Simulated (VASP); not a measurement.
Output of a VASP run:

OSZICAR:
```
       N       E                     dE             d eps       ncg     rms          rms(c)
DAV:   1     0.686191860145E+02    0.68619E+02   -0.82894E+03  1008   0.123E+03
DAV:   2    -0.307020645156E+02   -0.99321E+02   -0.91371E+02  1536   0.266E+02
DAV:   3    -0.348122883141E+02   -0.41102E+01   -0.40861E+01  1300   0.569E+01
DAV:   4    -0.348508317732E+02   -0.38543E-01   -0.38523E-01  1248   0.604E+00
DAV:   5    -0.348513960948E+02   -0.56432E-03   -0.56425E-03  1312   0.718E-01    0.113E+01
DAV:   6    -0.316793842078E+02    0.31720E+01   -0.83681E+00  1148   0.237E+01    0.503E+00
DAV:   7    -0.314299833940E+02    0.24940E+00   -0.48510E-01  1252   0.607E+00    0.312E+00
DAV:   8    -0.313564054723E+02    0.73578E-01   -0.28169E-01  1212   0.406E+00    0.396E-01
DAV:   9    -0.313530328158E+02    0.33727E-02   -0.11144E-02  1208   0.956E-01    0.174E-01
DAV:  10    -0.313536147506E+02   -0.58193E-03   -0.10854E-03  1200   0.302E-01    0.357E-02
DAV:  11    -0.313536611245E+02   -0.46374E-04   -0.14682E-04  1292   0.109E-01    0.219E-02
DAV:  12    -0.313536599078E+02    0.12168E-05   -0.32009E-05  1176   0.506E-02    0.286E-03
DAV:  13    -0.313536600998E+02   -0.19206E-06   -0.89167E-07  1324   0.931E-03    0.561E-04
DAV:  14    -0.313536601370E+02   -0.37165E-07   -0.59772E-08   908   0.215E-03
   1 F= -.31353660E+02 E0= -.31353660E+02  d E =-.313537E+02
```

OUTCAR:
```
------------------------ aborting loop because EDIFF is reached ----------------------------------------
  FORCE on cell =-STRESS in cart. coord.  units (eV):
  Direction    XX          YY          ZZ          XY          YZ          ZX
  --------------------------------------------------------------------------------------
  Total       -0.0059494     -0.0059494     -0.0458420      0.0000000      0.0000000      0.0000000
  in kB       -0.2674691     -0.2674691     -2.0609293      0.0000000      0.0000000      0.0000000
  external PRESSURE =      -0.8652892 kB  Pullay stress =       0.0000000 kB
  volume of cell :       35.64
      direct lattice vectors                 reciprocal lattice vectors
     1.256412840 -2.176171267  0.000000000     0.397958365 -0.229761328  0.000000000
     1.256412840  2.176171267  0.000000000     0.397958365  0.229761328  0.000000000
     0.000000000  0.000000000  6.517124546     0.000000000  0.000000000  0.153441904
  FREE ENERGIE OF THE ION-ELECTRON SYSTEM (eV)
  ---------------------------------------------------
  free  energy   TOTEN  =       -31.3536601370 eV

  energy  without entropy=      -31.3536601370  energy(sigma->0) =      -31.35366014

 reached required accuracy - stopping structural energy minimisation
```
(Selected blocks of OUTCAR.)

File POSCAR:
```
BN
1
    1.2564128398    -2.1761712669     0.0000000000
    1.2564128398     2.1761712669     0.0000000000
    0.0000000000     0.0000000000     6.5171245460
B N
2 2
Direct
  0.3333330000   0.6666670000   0.2500000000
  0.6666670000   0.3333330000   0.7500000000
  0.6666670000   0.3333330000   0.2500000000
  0.3333330000   0.6666670000   0.7500000000
```

### Question
Write an INCAR and KPOINTS that could have produced this output.

### Answer
This is not unique; one that fits is the input of the run itself, optB86b-vdW, plane waves, VASP's PBE PAW potentials (set 64).

INCAR:
```
AGGAC = 0.0
ALGO = Normal
EDIFF = 1E-7
EDIFFG = -0.01
ENCUT = 520
GGA = MK
IBRION = 2
ISIF = 4
ISMEAR = 0
LASPH = T
LCHARG = F
LREAL = F
LUSE_VDW = T
LWAVE = F
NELM = 100
NSW = 30
PARAM1 = 0.1234
PARAM2 = 1.0
PREC = Accurate
SIGMA = 0.05
SYSTEM = BN
```

### KPOINTS
```
K-points
0
Gamma
10 10 4
```

POTCAR, in this order: B N (PBE.64 set). Program: vasp_std.

The compound is BN in the hex structure. It was relaxed first.
